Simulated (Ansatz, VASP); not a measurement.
# K2RbCoF6 in two plane-wave programs, part 2 of 2

Aim: how closely do two programs agree when they are given the same cell, functional and k mesh? The cell is taken from a series of runs on this material, whose earlier steps may have relaxed, scaled, displaced or heated it; both programs get it as it stands.

VASP 6.6.1 and Ansatz 0.2.0.

So far: The starting structure; VASP: G0W0 gap, PBE, DFT+U.

In doubt: one-shot GW on d or f shells is unsure, so the values of those runs are not to be relied on.

### 3. Ansatz: G0W0 gap, PBE, DFT+U

Level of this step: Ansatz beside VASP: Kohn-Sham DFT, plane waves, PBE, DFT+U (Ansatz).

Ansatz runs on its PAW soft_1 files.

The same cell, functional and mesh now go to Ansatz, which takes its cutoff from its data sets.

File input.yaml:

```yaml
crystal:
  lattice:
    - [0.0, 4.4773684629, 4.4773684629]
    - [4.4773684629, 0.0, 4.4773684629]
    - [4.4773684629, 4.4773684629, 0.0]
  atoms:
    - { symbol: K, position: [0.75, 0.75, 0.75] }
    - { symbol: K, position: [0.25, 0.25, 0.25] }
    - { symbol: Rb, position: [0.5, 0.5, 0.5] }
    - { symbol: Co, position: [0.0, 0.0, 0.0] }
    - { symbol: F, position: [0.791258, 0.208742, 0.208742] }
    - { symbol: F, position: [0.208742, 0.208742, 0.791258] }
    - { symbol: F, position: [0.208742, 0.791258, 0.791258] }
    - { symbol: F, position: [0.208742, 0.791258, 0.208742] }
    - { symbol: F, position: [0.791258, 0.208742, 0.791258] }
    - { symbol: F, position: [0.791258, 0.791258, 0.208742] }
kpoints:
  mp_grid: { grid: [2, 2, 2] }
hamiltonian:
  xc: pbe
  hubbard:
    projectors: ortho-atomic
    sites: [{ species: Co, l: d, u_eff: 3.0 }]
  pseudopotentials: { kind: paw, azcp: { folder: soft_1 } }
scf:
  occupations: { method: fixed }
gw:
  n_empty_bands: 748
  ecut_chi: 150.0
  qp_bands: [v3, c3]
  qp_kpoints: band_edges
  screening: { model: contour_deformation }
```

On the command line:

```console
$ ansatz run input.yaml --threads 2 --pin off --max-ram 92160MiB --backend cuda --events-out ev --progress --plain --runs-dir out --devices 1 --max-vram 13GiB
```

Numbers of over 12 decimals in the logs are rounded to 6 here.

What it wrote:

```text
GPUs: using 1 of 1 available (devices: 1).
Engine: ansatz 0.2.0, x86_64-unknown-linux-gnu
Pseudopotentials: kind: paw
Pseudopotential: K, paw, valence charge 9, recommended cutoff 420 eV (normal), soft_1/K.paw.azcp
Pseudopotential: Rb, paw, valence charge 9, recommended cutoff 420 eV (normal), soft_1/Rb.paw.azcp
Pseudopotential: Co, paw, valence charge 17, recommended cutoff 420 eV (normal), soft_1/Co.paw.azcp
Pseudopotential: F, paw, valence charge 7, recommended cutoff 420 eV (normal), soft_1/F.paw.azcp
Functional definition: PBE
  parameter kappa = 0.804
  parameter beta = 0.066725
  exchange = pbe_x(kappa = kappa, mu = beta*pi^2/3)
  correlation = pbe_c(beta = beta)
device memory: the entry about to start is reckoned to put 2.6 GiB on a device that reports 37.4 GiB free (of which the cap on the GPU budget leaves the run 13.0 GiB)
GPU FFT provider: cuFFT
GPU libraries: cuBLAS 13.8.2, cuFFT 12.4.0, cuSOLVER 12.3.4
Crystal: 10 atoms, lattice volume = 179.514 Å³
Basis set: ecut = 420 eV, 3479 PW (Γ)
Bands: 53, of which v1, the nominal top of the filled ones, is band 43 counted from 1 (42 counted from 0)
Symmetry: 48 space group operations
Space group: Fm-3m (ITA 225), of the structure as read, at distance tolerance 5.6e-5 Å
k-points: 3 of 8
Non-local potential: K, projectors of the file, l = 0: 3, l = 1: 2, l = 2: 2
Non-local potential: Rb, projectors of the file, l = 0: 3, l = 1: 2, l = 2: 2
Non-local potential: Co, projectors of the file, l = 0: 3, l = 1: 2, l = 2: 3, l = 3: 1
Non-local potential: F, projectors of the file, l = 0: 2, l = 1: 2, l = 2: 1
PAW form: soft (Blöchl's): semilocal exchange-correlation on the pseudo side does not see the compensation charge
PAW one-centre angular grid: K, 110 points (default); XC on 64 Gauss nodes
PAW one-centre angular grid: Rb, 110 points (default); XC on 64 Gauss nodes
PAW one-centre angular grid: Co, 590 points (default); XC on 64 Gauss nodes
PAW one-centre angular grid: F, 110 points (default); XC on 64 Gauss nodes
Initial density: superposition of atomic densities (chi_scale 0.1, normalization cell, long waves of neutral atoms under a Hubbard term (reshape's long-wave potential 0.03 eV rms, cloud 2.77 Å wide))
Initial wavefunctions: pseudopotential atomic-orbital guess
GPU buffer pool allocated for 91125 grid points (all kernels)
GPU transforms: local potential and band sums: pruned to the plane-wave sphere, on 45×45×45
Functional: x = pbe(κ = 0.804, μ = 0.219515), c = pbe(β = 0.066725)
SCF iter   1: F=—  HF=-16348.033188 eV  |F-HF|=—  |Δ(HF+E_count)|=         —  Δρ=3.33e-1  dr2=1.60e2  ethr=3.10e-3  ⟨swp⟩=4.0  Hψ=523  notcnv=0  defer=22
preconditioner: auto → Resta (q_TF=auto, 2.413 Å⁻¹)  ε∞=4.1  [insulator: Δε(μ)=0.000 eV  Ē_g=13.356 eV  n_scr=50 (ndim 8)  ℏωp=23.5 eV  f_vac=0.029  ε∞_Penn≈4.1]
SCF iter   2: F=—  HF=-16374.007510 eV  |F-HF|=—  |Δ(HF+E_count)|=    2.60e1  Δρ=5.81e-1  dr2=5.90e2  ethr=3.10e-3  ⟨swp⟩=5.0  Hψ=557  notcnv=0  defer=16  recentre
SCF iter   3: F=—  HF=-16325.756195 eV  |F-HF|=—  |Δ(HF+E_count)|=    4.83e1  Δρ=7.46e-2  dr2=8.87e0  ethr=3.10e-3  ⟨swp⟩=3.0  Hψ=460  notcnv=0  defer=21
SCF iter   4: F=—  HF=-16325.036121 eV  |F-HF|=—  |Δ(HF+E_count)|=   7.20e-1  Δρ=3.24e-2  dr2=1.41e0  ethr=3.10e-3  ⟨swp⟩=2.7  Hψ=276  notcnv=0  defer=24
SCF iter   5: F=—  HF=-16325.658769 eV  |F-HF|=—  |Δ(HF+E_count)|=   6.23e-1  Δρ=2.51e-2  dr2=9.57e-1  ethr=1.64e-3  ⟨swp⟩=2.0  Hψ=306  notcnv=0  defer=24
SCF iter   6: F=—  HF=-16325.560078 eV  |F-HF|=—  |Δ(HF+E_count)|=   9.87e-2  Δρ=1.00e-2  dr2=2.12e-1  ethr=1.11e-3  ⟨swp⟩=2.0  Hψ=158  notcnv=0  defer=24
SCF iter   7: F=—  HF=-16325.548097 eV  |F-HF|=—  |Δ(HF+E_count)|=   1.20e-2  Δρ=5.04e-3  dr2=5.50e-2  ethr=2.46e-4  ⟨swp⟩=2.0  Hψ=189  notcnv=0  defer=24
SCF iter   8: F=—  HF=-16325.540577 eV  |F-HF|=—  |Δ(HF+E_count)|=   7.52e-3  Δρ=1.84e-3  dr2=9.33e-3  ethr=6.39e-5  ⟨swp⟩=2.3  Hψ=160  notcnv=0  defer=24
SCF iter   9: F=—  HF=-16325.538923 eV  |F-HF|=—  |Δ(HF+E_count)|=   1.65e-3  Δρ=9.97e-4  dr2=7.06e-4  ethr=1.09e-5  ⟨swp⟩=2.7  Hψ=279  notcnv=0  defer=24
SCF iter  10: F=—  HF=-16325.539043 eV  |F-HF|=—  |Δ(HF+E_count)|=   1.19e-4  Δρ=3.64e-4  dr2=1.88e-4  ethr=8.21e-7  ⟨swp⟩=2.0  Hψ=198  notcnv=0  defer=24
SCF iter  11: F=—  HF=-16325.539031 eV  |F-HF|=—  |Δ(HF+E_count)|=   1.22e-5  Δρ=5.61e-5  dr2=5.05e-6  ethr=2.19e-7  ⟨swp⟩=2.0  Hψ=212  notcnv=0  defer=17
SCF iter  12: F=—  HF=-16325.539032 eV  |F-HF|=—  |Δ(HF+E_count)|=   1.05e-6  Δρ=1.34e-5  dr2=2.42e-7  ethr=5.88e-9  ⟨swp⟩=2.0  Hψ=206  notcnv=0  defer=16
SCF iter  13: F=-16325.539032 eV  HF=-16325.539032 eV  |F-HF|=4.42e-8  |Δ(HF+E_count)|=   6.96e-8  Δρ=6.77e-6  dr2=6.17e-8  ethr=1.16e-10  ⟨swp⟩=11.7  Hψ=740  notcnv=0
SCF 1 converged in 13 iterations: F = -16325.539032 eV  dr2 = 6.17e-8
  greatest PAW one-centre occupation: 1.000 electrons in one spin orbital (limit 2), on the Co atom at site 3 (counted from 0), in its partial waves of l = 0
device memory: the entry about to start is reckoned to put 3.2 GiB on a device that reports 37.4 GiB free (of which the cap on the GPU budget leaves the run 13.0 GiB)
NSCF: frozen V_eff on 3 k-points
the band table was solved once the SCF had ended and its energy, with any forces and stress, was formed, with the checks that follow a solve (451 applications of the Hamiltonian). They found nothing against the state; the energy, forces and stress were not computed again (output.eigenvalues in the input reference)
device memory: the entry about to start is reckoned to put 4.3 GiB on a device that reports 37.4 GiB free (of which the cap on the GPU budget leaves the run 13.0 GiB)
NSCF: frozen V_eff on 3 k-points
G₀W₀ screening: q 1/3
[... further progress lines ...]
device memory: the entry about to start is reckoned to put 1.1 GiB on a device that reports 39.9 GiB free (of which the cap on the GPU budget leaves the run 13.0 GiB)
NSCF: frozen V_eff on 1 k-points
device memory: the entry about to start is reckoned to put 1.1 GiB on a device that reports 39.9 GiB free (of which the cap on the GPU budget leaves the run 13.0 GiB)
NSCF: frozen V_eff on 1 k-points
SCF converged after 13 iterations
Free energy (F): -16325.539032 eV
Harris-Foulkes:  -16325.539032 eV  (|F-HF|=4.42e-8)
Internal energy: -16325.539032 eV  (E = F + TS)
E sigma→0 (E₀):  -16325.539032 eV
Fermi energy:    2.495258 eV
--- Per-component energies (eV) ---
  E_band       = -999.522203
  E_kinetic    = 2163.761584
  E_local      = -11184.519974  (includes V_loc(G=0)·N_el)
  E_nonlocal   = 1166.361831
  E_hartree    = 4556.673241
  E_xc         = -950.246239
  E_vxc        = -1172.369309  (∫ρ·V_xc dr)
  E_hubbard    = 1.256238  (on-site DFT+U / exact-exchange correction)
  E_vhub       = -8.209573  (the Hubbard potential's part of the band-sum identity)
  E_paw        = -6981.096116  (= ΣΔE_a)
  E_vpaw       = -1077.903519  (= ΣTr[D̂ρ^β])
  E_aug_tail   = 0.004107  (compensation charges beyond the density's cutoff)
  E_ewald      = -5097.733704
  E_smearing   = -0.000000  (= −TS)
  E_closure    = 0.000000  (closes the sum)
  Σ components = -16325.539032   (vs F -16325.539032, Δ=0.00e0)
--- Band table (eV) ---
  k-point 0: bands = [... 39 lower, 1.3562, 2.3743, 2.3743, 2.3743, 5.6708, 5.6708, 7.5043, 10.4845, ... 6 higher]
  k-point 1: bands = [... 39 lower, 1.2908, 2.4135, 2.4467, 2.4467, 5.8166, 5.8166, 9.3070, 9.5177, ... 6 higher]
  k-point 2: bands = [... 39 lower, 1.3481, 2.3214, 2.4953, 2.4953, 5.6110, 5.6783, 9.5810, 10.1131, ... 6 higher]
Occupation matrices written to <dir>
--- G₀W₀: contour deformation, 6 samples at zero and on the imaginary axis and 2 off it, 8 q-points, 748 empty bands' worth ---
  eigenvalues of the whole cell's RPA ε∞ on this k-mesh (on a slab, of 1 + 4πα/V) = 2.1472, 2.1472, 2.1472; static W/v taken at q = 0 is 0.465726
  bands read: the sum over 791 bands ends inside a degenerate multiplet in 2 slots, whose members it reads at an even weight; the widest, k=0: bands 791 to 793 (counted from 1) at 1/3 each
  gw.qp_kpoints: band_edges: 3 of 3 stored k-points solved, in 1 pass; an edge of the gap read off the rows below is read off those points alone
    ik  band        ε_KS         Σx   Σc(E_QP)       V_xc       Z   E_QP_lin       E_QP  E_QP is
     0    41      2.3743   -40.3169     7.3323   -32.3196  0.7238     1.7005     1.7094  root
     0    42      2.3743   -40.3169     7.3323   -32.3196  0.7238     1.7005     1.7094  root
     0    43      2.3743   -40.3169     7.3323   -32.3196  0.7238     1.7005     1.7094  root
     0    44      5.6708   -23.5754    -6.3412   -32.0678  0.7285     7.9096     7.8220  root
     0    45      5.6708   -23.5754    -6.3412   -32.0678  0.7285     7.9096     7.8220  root
     0    46      7.5043    -4.6404    -3.1281    -8.6847  0.8747     8.4275     8.4205  root
     1    41      2.4135   -40.3741     7.3254   -32.3800  0.7243     1.7359     1.7448  root
     1    42      2.4467   -40.4713     7.3384   -32.4486  0.7246     1.7532     1.7625  root
     1    43      2.4467   -40.4713     7.3384   -32.4486  0.7246     1.7532     1.7625  root
     1    44      5.8166   -24.0143    -6.2640   -32.4281  0.7258     8.0564     7.9665  root
     1    45      5.8166   -24.0143    -6.2640   -32.4281  0.7258     8.0564     7.9665  root
     1    46      9.3070    -6.0658    -3.0457   -10.2015  0.8606    10.4094    10.3970  root
     2    41      2.3214   -40.2023     7.3297   -32.2391  0.7229     1.6799     1.6880  root
     2    42      2.4953   -40.5590     7.3383   -32.5247  0.7252     1.7898     1.7993  root
     2    43      2.4953   -40.5590     7.3383   -32.5247  0.7252     1.7898     1.7993  root
     2    44      5.6110   -23.1557    -6.3274   -31.6095  0.7314     7.8212     7.7374  root
     2    45      5.6783   -23.6501    -6.3508   -32.1565  0.7279     7.9221     7.8338  root
     2    46      9.5810    -5.9739    -3.0197   -10.1785  0.8618    10.7800    10.7659  root
```

The column dr2 measures how far the density is from self-consistency, as an energy; F and HF (Harris–Foulkes) agree once it is small.

### 4. Differences

Known differences besides the potentials themselves: U acts on the PAW sphere in VASP and on atomic orbitals in Ansatz, so only states and trends compare; fixed occupations in Ansatz, narrow Gaussian smearing in VASP; the cutoff is 420 eV in Ansatz and 520 eV in VASP; Ansatz integrates over frequency by contour deformation, VASP on a grid of NOMEGA points; Ansatz's G0W0 levels solve the quasiparticle equation, VASP's are linearised. Total energies have different zeros and are not compared.

The two programs side by side:

| quantity | Ansatz | VASP | difference |
| --- | --- | --- | --- |
| G0W0 gap on the mesh (eV) | 5.94 | 6.29 | -0.36 |
| Kohn-Sham gap under it (eV) | 3.12 | 3.11 | +0.01 |

### 5. What came out

* difference in G0W0 gap on the mesh (G0W0 gap, PBE, DFT+U): -0.36 eV

The difference in G0W0 gap on the mesh is -0.36 eV (G0W0 gap, PBE, DFT+U). Part of the difference in the G0W0 gap can come from VASP's linearised levels. How closely two codes agree says nothing of how well the functional describes the real material.

[Lines on the potential files, build, host, timing and source positions are cut from VASP's logs without a mark.]

[Logs are printed without paths, hosts, clocks, repeated set-up lines and the standing remarks that a program may print on its own settings, such as how far it seeks lower states.]

[Hosts, paths, dates, database ids (printed as entryN), source tags and the programs' standing remarks are cut or masked in the printed files.]
